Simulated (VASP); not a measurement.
# SnSe2: what moves the LDA gap besides the functional, part 2 of 2

How far does the LDA gap of SnSe2 depend on cutoff, mesh and cell? The starting structure is a measured crystal structure from the Crystallography Open Database. Cell and atoms stay as given unless a step says otherwise.

VASP 6.6.1.

Results so far: reference 0.590 eV; cell and atoms relaxed by LDA 0.266 eV; no band path 0.697 eV.

### Step 5. Bands with a cutoff of 390 eV (continued)

Level of this step: LDA; plane waves and PAW (Sn_d, Se) (VASP).

OUTCAR, selected parts (step 5):

```text
  Total        0.1880966      0.1880966      0.8741112     -0.0000000      0.0000000      0.0000000
  in kB        3.9020196      3.9020196     18.1332328     -0.0000000      0.0000000      0.0000000
  external PRESSURE =       8.6457573 kB  Pullay stress =       0.0000000 kB

 POSITION                                       TOTAL-FORCE (eV/Angst)
 -----------------------------------------------------------------------------------
      0.00000      0.00000      0.00000         0.000000      0.000000      0.000000
      1.90540      1.10008      4.61066        -0.000000      0.000000     -0.473481
     -0.00000      2.20017      1.53034         0.000000      0.000000      0.473481
 -----------------------------------------------------------------------------------
    total drift:                               -0.000000      0.000000      0.000000

  FREE ENERGIE OF THE ION-ELECTRON SYSTEM (eV)
  ---------------------------------------------------
  free  energy   TOTEN  =       -13.7458913734 eV

  energy  without entropy=      -13.7458913734  energy(sigma->0) =      -13.74589137

[... 1 part as in an earlier step ...]

[... 2 further parts left out ...]
[key lines of the parts left out:]
E-fermi :   4.3212
```

With a cutoff of 390 eV the gap is 0.591 eV, +0.000 eV from the reference.

### Step 6. Bands with a 10×10×6 mesh

Against step 2 the input has a 10×10×6 mesh.

INCAR

```
SYSTEM = SnSe2
PREC = Accurate
ENCUT = 350
EDIFF = 1E-06
NELM = 100
ISMEAR = 0
SIGMA = 0.03
LREAL = .FALSE.
ALGO = Normal
GGA = CA
NBANDS = 26
LORBIT = 11
LWAVE = .FALSE.
LCHARG = .FALSE.
KPAR = 4
```

POSCAR

```
SnSe2
1.0
    3.8108000000      0.0000000000      0.0000000000
   -1.9054000000      3.3002496087      0.0000000000
    0.0000000000      0.0000000000      6.1410000000
Sn Se
1 2
Direct
    0.0000000000      0.0000000000      0.0000000000
    0.6666666667      0.3333333333      0.7508000000
    0.3333333333      0.6666666667      0.2492000000
```

KPOINTS

```
Automatic mesh
0
Gamma
10 10 6
0 0 0
```

KPOINTS_OPT

```
Line mode
10
Line-mode
Reciprocal
  0.00000000   0.00000000   0.00000000 GAMMA
  0.50000000   0.00000000   0.00000000 M

  0.50000000   0.00000000   0.00000000 M
  0.33333333   0.33333333   0.00000000 K

  0.33333333   0.33333333   0.00000000 K
  0.00000000   0.00000000   0.00000000 GAMMA

  0.00000000   0.00000000   0.00000000 GAMMA
  0.00000000   0.00000000   0.50000000 A

  0.00000000   0.00000000   0.50000000 A
  0.50000000   0.00000000   0.50000000 L

  0.50000000   0.00000000   0.50000000 L
  0.33333333   0.33333333   0.50000000 H

  0.33333333   0.33333333   0.50000000 H
  0.00000000   0.00000000   0.50000000 A

  0.50000000   0.00000000   0.50000000 L
  0.50000000   0.00000000   0.00000000 M

  0.33333333   0.33333333   0.00000000 K
  0.33333333   0.33333333   0.50000000 H
```

PAW data sets: Sn_d and Se (LDA family, release 64).

Started as:

```console
$ mpirun -np 4 vasp_std
```

What it wrote:

```text
[... set-up lines as in an earlier step ...]
 entering main loop
       N       E                     dE             d eps       ncg     rms          rms(c)
DAV:   1     0.175469830973E+03    0.17547E+03   -0.91519E+03  4056   0.875E+02
DAV:   2     0.730636558035E+01   -0.16816E+03   -0.15816E+03  4062   0.281E+02
DAV:   3    -0.134427589900E+02   -0.20749E+02   -0.20485E+02  4696   0.856E+01
DAV:   4    -0.140553994413E+02   -0.61264E+00   -0.61211E+00  4482   0.160E+01
[...]
DAV:  10    -0.137565214445E+02    0.33470E-05   -0.81048E-05  4494   0.465E-02    0.286E-02
DAV:  11    -0.137565239219E+02   -0.24773E-05   -0.66543E-06  4376   0.132E-02    0.426E-03
DAV:  12    -0.137565235908E+02    0.33110E-06   -0.74713E-07  2518   0.470E-03
   1 F= -.13756524E+02 E0= -.13756524E+02  d E =-.374839E-21
 Start KPOINTS_OPT (optional k-point list driver)
k-point batch [1-72\90]
       N       E                     dE             ncg
DAV:   1     0.352991082607E+03   -0.33393E+05     4042
DAV:   2    -0.118347838359E+05   -0.12188E+05     3984
DAV:   3    -0.133693798354E+05   -0.15346E+04     4620
DAV:   4    -0.134170784650E+05   -0.47699E+02     4480
DAV:   5    -0.134181558645E+05   -0.10774E+01     5174
DAV:   6    -0.134181826626E+05   -0.26798E-01     4618
DAV:   7    -0.134181841068E+05   -0.14442E-02     5738
DAV:   8    -0.134181841154E+05   -0.85526E-05     3572
DAV:   9    -0.134181841158E+05   -0.43440E-06     3314
k-point batch [73-90\90]
       N       E                     dE             ncg
DAV:   1     0.242025609270E+05   -0.13285E+05      970
DAV:   2     0.211486010288E+05   -0.30540E+04     1016
DAV:   3     0.207802755149E+05   -0.36833E+03     1186
DAV:   4     0.207694004408E+05   -0.10875E+02     1096
DAV:   5     0.207691327916E+05   -0.26765E+00     1314
DAV:   6     0.207691278618E+05   -0.49298E-02     1156
DAV:   7     0.207691275717E+05   -0.29005E-03     1420
DAV:   8     0.207691275699E+05   -0.17883E-05      940
DAV:   9     0.207691275699E+05   -0.85791E-07      852
```

It took 40 s on 4 MPI ranks of Intel Xeon Platinum 8375C at 2.90GHz (Ice Lake), shared host; peak memory 0.89 GiB.

Parts of OUTCAR (step 6):

```text
  Total        0.0884975      0.0884975      0.8615696     -0.0000000      0.0000000      0.0000000
  in kB        1.8358598      1.8358598     17.8730592     -0.0000000      0.0000000      0.0000000
  external PRESSURE =       7.1815929 kB  Pullay stress =       0.0000000 kB

 POSITION                                       TOTAL-FORCE (eV/Angst)
 -----------------------------------------------------------------------------------
      0.00000      0.00000      0.00000        -0.000000      0.000000      0.000000
      1.90540      1.10008      4.61066         0.000000      0.000000     -0.484097
     -0.00000      2.20017      1.53034        -0.000000     -0.000000      0.484097
 -----------------------------------------------------------------------------------
    total drift:                                0.000000      0.000000      0.000000

  FREE ENERGIE OF THE ION-ELECTRON SYSTEM (eV)
  ---------------------------------------------------
  free  energy   TOTEN  =       -13.7565235908 eV

  energy  without entropy=      -13.7565235908  energy(sigma->0) =      -13.75652359

[... 1 part as in an earlier step ...]

[... 2 further parts left out ...]
[key lines of the parts left out:]
E-fermi :   4.3141
```

With a 10×10×6 mesh the gap is 0.592 eV, +0.001 eV from the reference.

### Step 7. All runs side by side

| run | gap (eV) | change (eV) | core minutes |
| --- | --- | --- | --- |
| reference | 0.59 | - | 1.67 |
| cell and atoms relaxed by LDA | 0.266 | -0.325 | 1.6 |
| no band path | 0.697 | 0.106 | 0.507 |
| a cutoff of 390 eV | 0.591 | 0.0 | 2.67 |
| a 10×10×6 mesh | 0.592 | 0.001 | 2.67 |

Core minutes are wall time times ranks of the run shown, on a shared host.

### Step 8. Results

* reference gap: 0.590 eV
* gap with cell and atoms relaxed by LDA: 0.266 eV
* gap with no band path: 0.697 eV
* gap with a cutoff of 390 eV: 0.591 eV
* gap with a 10×10×6 mesh: 0.592 eV

In words: Among the runs that read a gap along the path, the one with cell and atoms relaxed by LDA moves it most, by -0.325 eV. On finer settings it changes by +0.000 eV with a cutoff of 390 eV and +0.001 eV with a 10×10×6 mesh. Read on the mesh alone, without a band path, the gap comes out +0.106 eV from the reference: such a gap is an upper bound, and here at least one band edge lies off the mesh points. The functional's own error isn't tested here. Further runs on this material are not shown.

[Lines on the potential files, build, host, timing and source positions are cut from VASP's logs without a mark.]

[Logs are printed without paths, hosts, clocks, repeated set-up lines and the standing remarks that a program may print on its own settings, such as how far it seeks lower states.]

[Hosts, paths, dates, database ids (printed as entryN), source tags and the programs' standing remarks are cut or masked in the printed files.]
